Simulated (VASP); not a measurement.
Level of theory: SCAN meta-GGA, VASP's PBE PAW potentials (set 64) (plane waves; VASP 6.6.1).

Input for VASP

### INCAR
```
ALGO=Normal
EDIFF=1E-6
EDIFFG=-0.01
ENCUT=520
IBRION=2
ISIF=3
ISMEAR=1
LASPH=.True.
LCHARG=.False.
LMAXMIX=6
LMIXTAU=.True.
LREAL=.False.
LWAVE=.False.
METAGGA=SCAN
NELM=100
NSW=60
PREC=Accurate
SIGMA=0.1
SYSTEM=Eu
```

POSCAR:
```
Eu
1
   -2.1923811459     2.1923811459     2.1923811459
    2.1923811459    -2.1923811459     2.1923811459
    2.1923811459     2.1923811459    -2.1923811459
Eu
1
Direct
  0.0000000000   0.0000000000   0.0000000000
```

**KPOINTS**
```
Automatic mesh
0
Gamma
11 11 11
0 0 0
```

POTCAR, in this order: Eu_2 (PBE.64 set). Program: vasp_std.

Output of the run:

File OSZICAR:
```
       N       E                     dE             d eps       ncg     rms          rms(c)
DAV:   1    -0.299578654840E+02   -0.29958E+02   -0.39503E+03   904   0.870E+02
DAV:   2    -0.422910938218E+02   -0.12333E+02   -0.12101E+02  1312   0.116E+02
DAV:   3    -0.424999328908E+02   -0.20884E+00   -0.19355E+00  1224   0.107E+01
DAV:   4    -0.425018424679E+02   -0.19096E-02   -0.19076E-02  1456   0.159E+00
DAV:   5    -0.425018472474E+02   -0.47795E-05   -0.47794E-05  1232   0.564E-02    0.794E+00
DAV:   6    -0.420421639738E+02    0.45968E+00   -0.55345E-01  1216   0.848E+00    0.445E+00
DAV:   7    -0.421725596796E+02   -0.13040E+00   -0.16496E-01   896   0.423E+00    0.668E-01
DAV:   8    -0.420577140917E+02    0.11485E+00   -0.12821E-01  1296   0.388E+00    0.204E-01
DAV:   9    -0.421268682857E+02   -0.69154E-01   -0.28546E-02  1288   0.166E+00    0.191E-01
DAV:  10    -0.421260984642E+02    0.76982E-03   -0.37095E-04  1512   0.217E-01    0.164E-01
DAV:  11    -0.421269239716E+02   -0.82551E-03   -0.13343E-03  1336   0.448E-01    0.119E-01
DAV:  12    -0.421446811238E+02   -0.17757E-01   -0.21160E-02   896   0.216E+00    0.170E-02
DAV:  13    -0.421434733170E+02    0.12078E-02   -0.35787E-03   896   0.982E-01    0.539E-02
DAV:  14    -0.421451922228E+02   -0.17189E-02   -0.17081E-03  1056   0.557E-01    0.201E-02
DAV:  15    -0.421435140173E+02    0.16782E-02   -0.16098E-03   904   0.545E-01    0.363E-02
DAV:  16    -0.421430476169E+02    0.46640E-03   -0.29205E-03   936   0.669E-01    0.652E-02
DAV:  17    -0.421430752600E+02   -0.27643E-04   -0.80609E-05  1448   0.109E-01    0.700E-02
DAV:  18    -0.421429988115E+02    0.76448E-04   -0.28800E-05  1008   0.595E-02    0.593E-02
DAV:  19    -0.421429319696E+02    0.66842E-04   -0.85102E-06  1000   0.421E-02    0.432E-02
DAV:  20    -0.421428003019E+02    0.13167E-03   -0.17851E-04   912   0.176E-01    0.370E-03
DAV:  21    -0.421427877206E+02    0.12581E-04   -0.74357E-06  1368   0.452E-02    0.378E-03
DAV:  22    -0.421427829042E+02    0.48164E-05   -0.27193E-06   936   0.197E-02    0.318E-03
DAV:  23    -0.421427927894E+02   -0.98852E-05   -0.10818E-05   920   0.401E-02    0.511E-03
DAV:  24    -0.421427898803E+02    0.29091E-05   -0.51243E-06   928   0.298E-02    0.356E-03
DAV:  25    -0.421427860886E+02    0.37917E-05   -0.34447E-06   992   0.223E-02    0.992E-04
DAV:  26    -0.421427850493E+02    0.10393E-05   -0.45697E-07   928   0.807E-03    0.139E-03
DAV:  27    -0.421427843904E+02    0.65894E-06   -0.19149E-07   496   0.680E-03
   1 F= -.42142784E+02 E0= -.42142579E+02  d E =-.421428E+02
       N       E                     dE             d eps       ncg     rms          rms(c)
DAV:   1    -0.421461444448E+02   -0.33594E-02   -0.62407E-02   960   0.262E+00    0.223E-01
DAV:   2    -0.421450112574E+02    0.11332E-02   -0.61203E-03  1336   0.896E-01    0.123E-01
DAV:   3    -0.421448766790E+02    0.13458E-03   -0.82538E-03  1304   0.939E-01    0.485E-02
DAV:   4    -0.421442350642E+02    0.64161E-03   -0.32325E-03   944   0.591E-01    0.550E-02
DAV:   5    -0.421440092833E+02    0.22578E-03   -0.61177E-05  1224   0.106E-01    0.327E-02
DAV:   6    -0.421437854341E+02    0.22385E-03   -0.93240E-05   920   0.140E-01    0.861E-03
DAV:   7    -0.421437606164E+02    0.24818E-04   -0.13218E-04   896   0.169E-01    0.214E-03
DAV:   8    -0.421437602844E+02    0.33196E-06   -0.74393E-06   936   0.382E-02
   2 F= -.42143760E+02 E0= -.42143560E+02  d E =-.975894E-03
       N       E                     dE             d eps       ncg     rms          rms(c)
DAV:   1    -0.421437803092E+02   -0.19693E-04   -0.19423E-04  1128   0.150E-01    0.123E-02
DAV:   2    -0.421438185478E+02   -0.38239E-04   -0.25193E-05  1336   0.659E-02    0.644E-03
DAV:   3    -0.421438586151E+02   -0.40067E-04   -0.90908E-05   984   0.134E-01    0.300E-03
DAV:   4    -0.421438405287E+02    0.18086E-04   -0.14640E-04   896   0.175E-01    0.191E-03
DAV:   5    -0.421438670994E+02   -0.26571E-04   -0.27713E-04   896   0.236E-01    0.225E-03
DAV:   6    -0.421438141851E+02    0.52914E-04   -0.44517E-05   896   0.901E-02    0.790E-04
DAV:   7    -0.421438123450E+02    0.18401E-05   -0.65202E-06   912   0.404E-02    0.653E-04
DAV:   8    -0.421438094807E+02    0.28643E-05   -0.11234E-05   896   0.469E-02    0.781E-05
DAV:   9    -0.421438092810E+02    0.19974E-06   -0.93481E-08   472   0.427E-03
   3 F= -.42143809E+02 E0= -.42143610E+02  d E =-.102489E-02
       N       E                     dE             d eps       ncg     rms          rms(c)
DAV:   1    -0.421438633855E+02   -0.53905E-04   -0.74354E-04  1008   0.288E-01    0.244E-02
DAV:   2    -0.421439226071E+02   -0.59222E-04   -0.77834E-05  1336   0.101E-01    0.134E-02
DAV:   3    -0.421439623674E+02   -0.39760E-04   -0.13283E-04  1088   0.120E-01    0.679E-03
DAV:   4    -0.421439412882E+02    0.21079E-04   -0.65382E-05   912   0.833E-02    0.629E-03
DAV:   5    -0.421439173715E+02    0.23917E-04   -0.13928E-06  1144   0.165E-02    0.407E-03
DAV:   6    -0.421438921344E+02    0.25237E-04   -0.37136E-06   912   0.268E-02    0.123E-03
DAV:   7    -0.421438910066E+02    0.11278E-05   -0.36708E-06   912   0.261E-02    0.556E-04
DAV:   8    -0.421438910292E+02   -0.22568E-07   -0.26454E-08   456   0.248E-03
   4 F= -.42143891E+02 E0= -.42143692E+02  d E =-.110664E-02
       N       E                     dE             d eps       ncg     rms          rms(c)
DAV:   1    -0.421440532135E+02   -0.16221E-03   -0.29756E-03   992   0.576E-01    0.486E-02
DAV:   2    -0.421441262373E+02   -0.73024E-04   -0.28926E-04  1344   0.196E-01    0.268E-02
DAV:   3    -0.421441965389E+02   -0.70302E-04   -0.45872E-04  1176   0.222E-01    0.121E-02
DAV:   4    -0.421441391383E+02    0.57401E-04   -0.20788E-04   920   0.147E-01    0.124E-02
DAV:   5    -0.421440908126E+02    0.48326E-04   -0.41465E-06  1184   0.279E-02    0.778E-03
DAV:   6    -0.421440415779E+02    0.49235E-04   -0.87607E-06   960   0.411E-02    0.245E-03
DAV:   7    -0.421440390779E+02    0.25000E-05   -0.86287E-06   904   0.401E-02    0.109E-03
DAV:   8    -0.421440390837E+02   -0.58424E-08   -0.84682E-08   472   0.434E-03
   5 F= -.42144039E+02 E0= -.42143842E+02  d E =-.125469E-02
```

**OUTCAR**
```
------------------------ aborting loop because EDIFF is reached ----------------------------------------
  FORCE on cell =-STRESS in cart. coord.  units (eV):
  Direction    XX          YY          ZZ          XY          YZ          ZX
  --------------------------------------------------------------------------------------
  Total       -0.0063447     -0.0063447     -0.0063447     -0.0000000      0.0000000      0.0000000
  in kB       -0.2444370     -0.2444370     -0.2444370     -0.0000000      0.0000000      0.0000000
  external PRESSURE =      -0.2444370 kB  Pullay stress =       0.0000000 kB
  volume of cell :       41.59
      direct lattice vectors                 reciprocal lattice vectors
    -2.182556100  2.182556100  2.182556100     0.000000000  0.229089186  0.229089186
     2.182556100 -2.182556100  2.182556100     0.229089186  0.000000000  0.229089186
     2.182556100  2.182556100 -2.182556100     0.229089186  0.229089186  0.000000000
 POSITION                                       TOTAL-FORCE (eV/Angst)
 -----------------------------------------------------------------------------------
      0.00000      0.00000     -0.00000         0.000000      0.000000      0.000000
 -----------------------------------------------------------------------------------
    total drift:                                0.000000      0.000000      0.000000
  FREE ENERGIE OF THE ION-ELECTRON SYSTEM (eV)
  ---------------------------------------------------
  free  energy   TOTEN  =       -42.1440390837 eV

  energy  without entropy=      -42.1434489028  energy(sigma->0) =      -42.14384236

 reached required accuracy - stopping structural energy minimisation
```
(Selected blocks of OUTCAR.)

### CONTCAR
```
Eu
   1.00000000000000
    -2.1825561003457077    2.1825561003457077    2.1825561003457077
     2.1825561003457077   -2.1825561003457077    2.1825561003457077
     2.1825561003457077    2.1825561003457077   -2.1825561003457077
  Eu
     1
Direct
     0.0000000000000000    0.0000000000000000    0.0000000000000000
```

The 4f electrons are frozen in the core of the lanthanide potential, so 4f levels, which can set the real gap, and their magnetism are missing.

The compound is Eu in the bcc structure. This run relaxes it. Symmetry was kept, so distortions that lower it aren't found. The start is the result of an earlier pass.
